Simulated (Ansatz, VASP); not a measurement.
**AlRu: VASP beside Ansatz**

One calculation is typed for both programs; each brings its own data sets. How far apart do they land? The cell is taken from a series of runs on this material, whose earlier steps may have relaxed, scaled, displaced or heated it; both programs get it as it stands.

Method: plane waves, with VASP 6.6.1 beside it; single point at LDA, in Ansatz 0.2.0.

**1. The structure**

It takes space group Pm-3m (No. 221, cubic). The conventional cell has a = 2.852 Å, b = 2.852 Å, c = 2.852 Å, α = 90.00°, β = 90.00°, γ = 90.00°. Al has 8 Ru at 2.47 Å nearest. Ru has 8 Al at 2.47 Å nearest. Farther neighbours are not listed.

As a file:

```xyz
2
Lattice="2.8517 0.0000 0.0000 0.0000 2.8517 0.0000 0.0000 0.0000 2.8517" Properties=species:S:1:pos:R:3 pbc="T T T"
Al    0.0000    0.0000    0.0000
Ru    1.4259    1.4259    1.4259
```

**2. VASP: single point, LDA, pair 1**

A single point gives forces, pressure and levels at one fixed geometry, so differences don't come from the geometry; what else differs is listed under the comparison.

Lines of VASP's logs that name or quote its potential files are left out, and so is its time.

File INCAR:

```
SYSTEM = AlRu
PREC = Accurate
ENCUT = 500
EDIFF = 1E-06
NELM = 120
ISMEAR = 1
SIGMA = 0.2
LREAL = .FALSE.
ALGO = Normal
GGA = PW92
NBANDS = 14
LASPH = .TRUE.
LORBIT = 11
LWAVE = .FALSE.
LCHARG = .FALSE.
ISIF = 2
GGA_COMPAT = .FALSE.
```

File POSCAR:

```
AlRu
1.0
    2.8517064849      0.0000000000      0.0000000000
    0.0000000000      2.8517064849      0.0000000000
    0.0000000000      0.0000000000      2.8517064849
Al Ru
1 1
Direct
    0.0000000000      0.0000000000      0.0000000000
    0.5000000000      0.5000000000      0.5000000000
```

File KPOINTS:

```
Automatic mesh
0
Gamma
16 16 16
0 0 0
```

PAW data sets: Al and Ru_pv (LDA family, release 64).

Run with:

```console
mpirun -np 1 vasp_std
```

Numbers of over 12 decimals in the logs are rounded to 6 here.

Output:

```text
[banner, memory and clock lines left out]
running    1 mpi-ranks, on    1 nodes
 distrk:  each k-point on    1 cores,    1 groups
 distr:  one band on    1 cores,    1 groups

 POSCAR found type information on POSCAR AlRu
 POSCAR found :  2 types and       2 ions
|                                                                             |
|               ----> ADVICE to this user running VASP <----                  |
|                                                                             |
|     You enforced a specific xc type in the INCAR file but a different       |
|     [... a line on the potential file left out ...]
|     I HOPE YOU KNOW WHAT YOU ARE DOING!                                     |
|                                                                             |

 LDA part: xc-table for (Slater(with rela. corr.)+PW92), standard interpolation
 POSCAR, INCAR and KPOINTS ok, starting setup
 FFT: planning ... GRIDC
 FFT: planning ... GRID_SOFT
 FFT: planning ... GRID
 WAVECAR not read
 entering main loop
       N       E                     dE             d eps       ncg     rms          rms(c)
DAV:   1     0.115495341701E+03    0.11550E+03   -0.93008E+03  4740   0.112E+03
DAV:   2    -0.147598942469E+02   -0.13026E+03   -0.12470E+03  5166   0.325E+02
DAV:   3    -0.166280280727E+02   -0.18681E+01   -0.18593E+01  5502   0.414E+01
DAV:   4    -0.166416191017E+02   -0.13591E-01   -0.13582E-01  5908   0.359E+00
DAV:   5    -0.166418380585E+02   -0.21896E-03   -0.21870E-03  5708   0.382E-01    0.168E+01
DAV:   6    -0.160068053668E+02    0.63503E+00   -0.22953E+00  5190   0.179E+01    0.332E+00
DAV:   7    -0.159560934021E+02    0.50712E-01   -0.14278E-01  5166   0.442E+00    0.297E+00
DAV:   8    -0.159369937064E+02    0.19100E-01   -0.16618E-02  5634   0.928E-01    0.235E-01
DAV:   9    -0.159369179264E+02    0.75780E-04   -0.40886E-04  5842   0.118E-01    0.140E-01
DAV:  10    -0.159369088485E+02    0.90779E-05   -0.32827E-05  5436   0.664E-02    0.179E-02
DAV:  11    -0.159369079599E+02    0.88860E-06   -0.36359E-06  5886   0.237E-02
   1 F= -.15936908E+02 E0= -.15936414E+02  d E =-.148312E-02
```

OUTCAR, selected parts (step 2):

```text
ion  position               nearest neighbor table
   1  0.000  0.000  0.000-   2 2.47   2 2.47   2 2.47   2 2.47   2 2.47   2 2.47   2 2.47   2 2.47

  LATTYP: Found a simple cubic cell.
 ALAT       =     2.8517064849

 Subroutine GETGRP returns: Found 48 space group operations
 (whereof 48 operations were pure point group operations)

The static configuration has the point symmetry O_h .

 Found    165 irreducible k-points:

   k-points           NKPTS =    165   k-points in BZ     NKDIM =    165   number of bands    NBANDS=     14

   dimension x,y,z NGX =    24 NGY =   24 NGZ =   24
   dimension x,y,z NGXF=    48 NGYF=   48 NGZF=   48

   ENCUT  =  500.0 eV  36.75 Ry    6.06 a.u.   5.20  5.20  5.20*2*pi/ulx,y,z

   NELECT =      17.0000    total number of electrons

 k-points in reciprocal lattice and weights: Automatic mesh
   0.00000000  0.00000000  0.00000000       0.000
   0.06250000  0.00000000  0.00000000       0.001
   0.12500000  0.00000000  0.00000000       0.001
   0.18750000  0.00000000  0.00000000       0.001
   0.25000000  0.00000000  0.00000000       0.001
   0.31250000  0.00000000  0.00000000       0.001
   0.37500000  0.00000000  0.00000000       0.001
   0.43750000  0.00000000  0.00000000       0.001
   0.50000000  0.00000000  0.00000000       0.001
[...]
0.50000000  0.50000000  0.43750000       0.001
   0.50000000  0.50000000  0.50000000       0.000

 average (electrostatic) potential at core
       1 -64.4208       2 -66.2797

 E-fermi :  12.7160

 k-point     1 :       0.0000    0.0000    0.0000
  band No.  band energies     occupation
    ...
      2     -28.9268      2.00000
      3     -28.9268      2.00000
      4       2.1781      2.00000
      5       8.2327      2.00000
      6       8.2327      2.00000
      7      12.9246     -0.05809
      8      12.9246     -0.05809
      9      12.9246     -0.05809
     10      19.4540      0.00000
     11      19.4540      0.00000
    ...

 k-point     2 :       0.0625    0.0000    0.0000
  band No.  band energies     occupation
    ...
      2     -28.9256      2.00000
      3     -28.9256      2.00000
      4       2.2639      2.00000
      5       8.2646      2.00000
      6       8.2742      2.00000
      7      12.8058      0.31813
      8      12.8058      0.31812
      9      12.9367     -0.06562
     10      19.0675      0.00000
     11      19.6291      0.00000
    ...

 k-point     3 :       0.1250    0.0000    0.0000
  band No.  band energies     occupation
    ...
      4       2.5171      2.00000
      5       8.3570      2.00000
      6       8.3821      2.00000
      7      12.4941      2.06613
      8      12.4941      2.06613
      9      12.9713     -0.07015
     10      18.1880      0.00000
     11      20.1092      0.00000
     12      20.1092      0.00000
     13      23.7137      0.00000
    ...

  Total        4.5626429      4.5626429      4.5626429     -0.0000000      0.0000000     -0.0000000
  in kB      315.2191489    315.2191489    315.2191489     -0.0000000      0.0000000     -0.0000000
  external PRESSURE =     315.2191489 kB  Pullay stress =       0.0000000 kB

  energy-cutoff  :      500.00
  volume of cell :       23.19
      direct lattice vectors                 reciprocal lattice vectors
     2.851706485  0.000000000  0.000000000     0.350667225  0.000000000  0.000000000
     0.000000000  2.851706485  0.000000000     0.000000000  0.350667225  0.000000000
     0.000000000  0.000000000  2.851706485     0.000000000  0.000000000  0.350667225

 POSITION                                       TOTAL-FORCE (eV/Angst)
 -----------------------------------------------------------------------------------
      0.00000      0.00000      0.00000         0.000000      0.000000      0.000000
      1.42585      1.42585      1.42585         0.000000      0.000000      0.000000
 -----------------------------------------------------------------------------------
    total drift:                                0.000000     -0.000000     -0.000000

  FREE ENERGIE OF THE ION-ELECTRON SYSTEM (eV)
  ---------------------------------------------------
  free  energy   TOTEN  =       -15.9369079599 eV

  energy  without entropy=      -15.9354248405  energy(sigma->0) =      -15.93641359

 total charge
# of ion       s       p       d       tot
------------------------------------------
    1        0.421   0.500   0.000   0.921
    2        0.391   6.320   6.383  13.094
--------------------------------------------------
tot          0.812   6.819   6.383  14.014

[... 3 further parts left out ...]
```

The run ends at a pressure of 31.52 GPa.

**3. Ansatz: single point, LDA, pair 1**

Ansatz runs on its PAW soft_1 files.

The same cell, functional (in two slightly different forms), mesh and smearing now go to Ansatz, which takes its cutoff from its data sets.

File input.yaml:

```yaml
crystal:
  lattice:
    - [2.8517064849, 0.0, 0.0]
    - [0.0, 2.8517064849, 0.0]
    - [0.0, 0.0, 2.8517064849]
  atoms:
    - { symbol: Al, position: [0.0, 0.0, 0.0] }
    - { symbol: Ru, position: [0.5, 0.5, 0.5] }
kpoints:
  mp_grid: { grid: [16, 16, 16] }
hamiltonian:
  xc: lda
  pseudopotentials: { kind: paw, azcp: { folder: soft_1 }, xc_functional: pbe }
scf:
  occupations: { method: methfessel_paxton, width: 0.2 }
output:
  forces: true
  stress: true
  eigenvalues: true
```

Run with:

```console
ansatz run input.yaml --threads 4 --pin off --max-ram 10240MiB --backend cpu --events-out ev --progress --plain --runs-dir out
```

Output:

```text
Engine: ansatz 0.2.0, aarch64-unknown-linux-gnu
Pseudopotentials: kind: paw
Pseudopotential: Al, paw, valence charge 3, recommended cutoff 420 eV (normal), soft_1/Al.paw.azcp
Pseudopotential: Ru, paw, valence charge 16, recommended cutoff 420 eV (normal), soft_1/Ru.paw.azcp
Functional definition: SPW92
  exchange = slater_x
  correlation = pw_c
Crystal: 2 atoms, lattice volume = 23.191 Å³
Basis set: ecut = 420 eV, 461 PW (Γ)
Bands: 14, of which v1, the nominal top of the filled ones, is band 10 counted from 1 (9 counted from 0)
Symmetry: 48 space group operations
Space group: Pm-3m (ITA 221), of the structure as read, at distance tolerance 2.9e-5 Å
k-points: 165 of 4096
Non-local potential: Al, projectors of the file, l = 0: 2, l = 1: 2, l = 2: 1
Non-local potential: Ru, projectors of the file, l = 0: 3, l = 1: 2, l = 2: 2, l = 3: 1
PAW form: soft (Blöchl's): semilocal exchange-correlation on the pseudo side does not see the compensation charge
PAW frozen core: Al, regenerated for the run's functional, and the local potential with it (the file was generated under x = pbe(κ = 0.804, μ = 0.219515), c = pbe(β = 0.066725))
PAW frozen core: Ru, regenerated for the run's functional, and the local potential with it (the file was generated under x = pbe(κ = 0.804, μ = 0.219515), c = pbe(β = 0.066725))
PAW one-centre angular grid: Al, 110 points (default); XC on 64 Gauss nodes
PAW one-centre angular grid: Ru, 590 points (default); XC on 64 Gauss nodes
Initial density: superposition of atomic densities (chi_scale 0.1, normalization cell, long waves kept (reshape's long-wave potential 0.00 eV rms))
Initial wavefunctions: pseudopotential atomic-orbital guess
Functional: x = slater, c = lda
SCF iter   1: F=—  HF=-6273.327748 eV  |F-HF|=—  |Δ(HF+E_count)|=         —  Δρ=1.21e-1  dr2=3.77e0  ethr=3.10e-3  ⟨swp⟩=4.9  Hψ=11530  notcnv=0
preconditioner: auto → none  [metal: Δε(μ)=0.032 eV  Ē_g=9.976 eV  σ=0.200 eV  W_gap=0.13  n_scr=6 (ndim 8)  ℏωp=25.6 eV  f_vac=0.000  D(μ)=1.10/eV (n_scr^D=6)  sad-step TF]
SCF iter   2: F=—  HF=-6272.626054 eV  |F-HF|=—  |Δ(HF+E_count)|=   7.02e-1  S|Δr|=    0.00e0  Δρ=7.12e-2  dr2=1.35e0  ethr=3.10e-3  ⟨swp⟩=2.9  Hψ=5178  notcnv=0  defer=18
SCF iter   3: F=—  HF=-6272.273856 eV  |F-HF|=—  |Δ(HF+E_count)|=   3.52e-1  S|Δr|=    0.00e0  Δρ=3.93e-3  dr2=3.24e-3  ethr=3.10e-3  ⟨swp⟩=2.1  Hψ=3814  notcnv=0  defer=18
SCF iter   4: F=—  HF=-6272.273242 eV  |F-HF|=—  |Δ(HF+E_count)|=   6.14e-4  S|Δr|=    0.00e0  Δρ=4.29e-4  dr2=8.21e-6  ethr=1.71e-5  ⟨swp⟩=2.0  Hψ=4369  notcnv=0  defer=18
SCF iter   5: F=—  HF=-6272.273250 eV  |F-HF|=—  |Δ(HF+E_count)|=   7.94e-6  S|Δr|=    0.00e0  Δρ=8.98e-5  dr2=1.14e-6  ethr=4.32e-8  ⟨swp⟩=2.3  Hψ=3805  notcnv=0  defer=18
SCF iter   6: F=-6272.273250 eV  HF=-6272.273250 eV  |F-HF|=2.79e-8  |Δ(HF+E_count)|=   3.79e-7  S|Δr|=    0.00e0  Δρ=1.17e-5  dr2=3.03e-8  ethr=5.26e-10  ⟨swp⟩=3.9  Hψ=10285  notcnv=0
SCF 1 converged in 6 iterations: F = -6272.273250 eV  dr2 = 3.03e-8
  greatest PAW one-centre occupation: 1.000 electrons in one spin orbital (limit 2), on the Ru atom at site 1 (counted from 0), in its partial waves of l = 0
SCF converged after 6 iterations
Stability not checked: this state was not tested for a lower state beside it, because cold or Methfessel-Paxton smearing, or corrected tetrahedra, fill the levels in a way that the test cannot read (fill_not_monotonic; see scf.lower_state_search)
Free energy (F): -6272.273250 eV
Harris-Foulkes:  -6272.273250 eV  (|F-HF|=2.79e-8)
Internal energy: -6272.271804 eV  (E = F + TS)
E sigma→0 (E₀):  -6272.272888 eV
Entropy (-TS):   -0.001446 eV (-0.723 meV/atom)
Fermi energy:    18.717614 eV
--- Per-component energies (eV) ---
  E_band       = -75.658318
  E_kinetic    = 497.065189
  E_local      = -1679.291147  (includes V_loc(G=0)·N_el)
  E_nonlocal   = 433.214684
  E_hartree    = 610.473350
  E_xc         = -211.672013
  E_vxc        = -250.696596  (∫ρ·V_xc dr)
  E_paw        = -3830.007849  (= ΣΔE_a)
  E_vpaw       = -296.906066  (= ΣTr[D̂ρ^β])
  E_aug_tail   = 0.000574  (compensation charges beyond the density's cutoff)
  E_ewald      = -2092.681992
  E_core_change = 0.627401  (= ΣΔE_core)
  E_smearing   = -0.001446  (= −TS)
  E_closure    = -0.000000  (closes the sum)
  Σ components = -6272.273250   (vs F -6272.273250, Δ=0.00e0)
--- Forces (eV/Å), atoms counted from 1 ---
  atom   1  Al    -0.00000000     0.00000000     0.00000000
  atom   2  Ru     0.00000000     0.00000000    -0.00000000
  max |Σ_I F_I| component: 1.63e-29 eV/Å
--- Stress (GPa, compression-positive) ---
       30.737003      -0.000000       0.000000
       -0.000000      30.737003       0.000000
        0.000000       0.000000      30.737003
  P = ⅓ Tr σ = 30.7370 GPa (307.370 kbar)
--- Band table (eV; the first three rows and the last of 165) ---
  k-point 0: bands = [... 6 lower, 14.2433, 18.9272, 18.9272, 18.9272, 25.4542, 25.4542, 25.4542, 30.5315]
  k-point 1: bands = [... 6 lower, 14.2845, 18.8089, 18.8089, 18.9394, 25.0674, 25.6283, 25.6283, 30.2905]
  k-point 2: bands = [... 6 lower, 14.3916, 18.4982, 18.4982, 18.9741, 24.1879, 26.1055, 26.1055, 29.6622]
  k-point 164: bands = [... 6 lower, 13.2061, 20.7181, 20.7181, 22.0942, 23.1980, 23.1980, 23.1980, 28.7090]
```

In the SCF lines HF is the Harris–Foulkes energy and dr2 the Hartree energy of the density residual, in eV; the loop may stop once dr2 is under the threshold and the program's other checks hold. Hψ counts applications of the Hamiltonian.

The run ends at a pressure of 30.74 GPa.

**4. Comparison**

Known differences besides the potentials themselves: the data sets hold 19 valence electrons in Ansatz (on its PAW soft_1 files) and 17 in VASP; the cutoff is 420 eV in Ansatz and 500 eV in VASP; VASP's log shows a relativistic correction to its local exchange, Ansatz's none. Total energies have different zeros and are not compared.

Compared:

| quantity | Ansatz | VASP | difference |
| --- | --- | --- | --- |
| pressure (GPa) | 30.74 | 31.52 | -0.78 |

**5. Ansatz: single point, LDA, pair 2**

With cell and atoms fixed, the geometry can't cause a difference; cores, projectors, grids and the points listed under the comparison can. The cell compared in this pair holds 24.22 Å³, against 23.19 Å³ for the pair before.

The cell is taken from a series of runs on this material, whose earlier steps may have relaxed, scaled, displaced or heated it; both programs get it as it stands.

input.yaml: that of step 3 with these lines changed.

```diff
@@ -2,5 +2,5 @@
   lattice:
-    - [2.8517064849, 0.0, 0.0]
-    - [0.0, 2.8517064849, 0.0]
-    - [0.0, 0.0, 2.8517064849]
+    - [2.89334311, 0.0, 0.0]
+    - [0.0, 2.89334311, 0.0]
+    - [0.0, 0.0, 2.89334311]
   atoms:
```

Output:

```text
[...]
Crystal: 2 atoms, lattice volume = 24.221 Å³
Basis set: ecut = 420 eV, 461 PW (Γ)
Bands: 14, of which v1, the nominal top of the filled ones, is band 10 counted from 1 (9 counted from 0)
Symmetry: 48 space group operations
[...]
k-points: 165 of 4096
[...]
--- Band table (eV; the first three rows and the last of 165) ---
  k-point 0: bands = [... 6 lower, 13.5794, 17.9704, 17.9704, 17.9704, 24.2789, 24.2789, 24.2789, 29.3289]
  k-point 1: bands = [... 6 lower, 13.6160, 17.8592, 17.8592, 17.9816, 23.8961, 24.4462, 24.4462, 29.1113]
  k-point 2: bands = [... 6 lower, 13.7091, 17.5670, 17.5670, 18.0139, 23.0262, 24.9064, 24.9064, 28.5383]
  k-point 164: bands = [... 6 lower, 12.5428, 19.6390, 19.6390, 20.8690, 22.1225, 22.1226, 22.1226, 27.3074]
[key lines of the parts left out:]
SCF converged after 6 iterations
Free energy (F): -6272.423291 eV
Fermi energy:    17.770453 eV
P = ⅓ Tr σ = 16.4278 GPa (164.278 kbar)
```

The run ends at a pressure of 16.43 GPa.

**6. VASP: single point, LDA, pair 2**

The same cell, functional (in two slightly different forms), mesh and smearing now go to VASP, with its own data sets.

INCAR is that of step 2.

File POSCAR:

```
AlRu
1.0
    2.8933431100      0.0000000000      0.0000000000
    0.0000000000      2.8933431100      0.0000000000
    0.0000000000      0.0000000000      2.8933431100
Al Ru
1 1
Direct
    0.0000000000      0.0000000000      0.0000000000
    0.5000000000      0.5000000000      0.5000000000
```

KPOINTS is that of step 2.

Run with:

```console
mpirun -np 1 vasp_std
```

Output:

```text
[banner, memory and clock lines left out]
running    1 mpi-ranks, on    1 nodes
[...]
[... a notice as in an earlier step ...]

 LDA part: xc-table for (Slater(with rela. corr.)+PW92), standard interpolation
 POSCAR, INCAR and KPOINTS ok, starting setup
[...]
entering main loop
       N       E                     dE             d eps       ncg     rms          rms(c)
DAV:   1     0.115503249220E+03    0.11550E+03   -0.92800E+03  4732   0.111E+03
DAV:   2    -0.148652377656E+02   -0.13037E+03   -0.12439E+03  5142   0.323E+02
DAV:   3    -0.167780439682E+02   -0.19128E+01   -0.19036E+01  5604   0.414E+01
DAV:   4    -0.167922152998E+02   -0.14171E-01   -0.14166E-01  5830   0.361E+00
[...]
DAV:  10    -0.160918592447E+02    0.11608E-04   -0.32747E-05  5580   0.681E-02    0.171E-02
DAV:  11    -0.160918582317E+02    0.10130E-05   -0.43260E-06  5832   0.260E-02    0.649E-03
DAV:  12    -0.160918581738E+02    0.57884E-07   -0.87308E-08  4128   0.309E-03
   1 F= -.16091858E+02 E0= -.16091404E+02  d E =-.136156E-02
```

(Continued in part 2 of 2.)

[Lines on the potential files, build, host, timing and source positions are cut from VASP's logs without a mark.]

[Logs are printed without paths, hosts, clocks, repeated set-up lines and the standing remarks that a program may print on its own settings, such as how far it seeks lower states.]

[Hosts, paths, dates, database ids (printed as entryN), source tags and the programs' standing remarks are cut or masked in the printed files.]
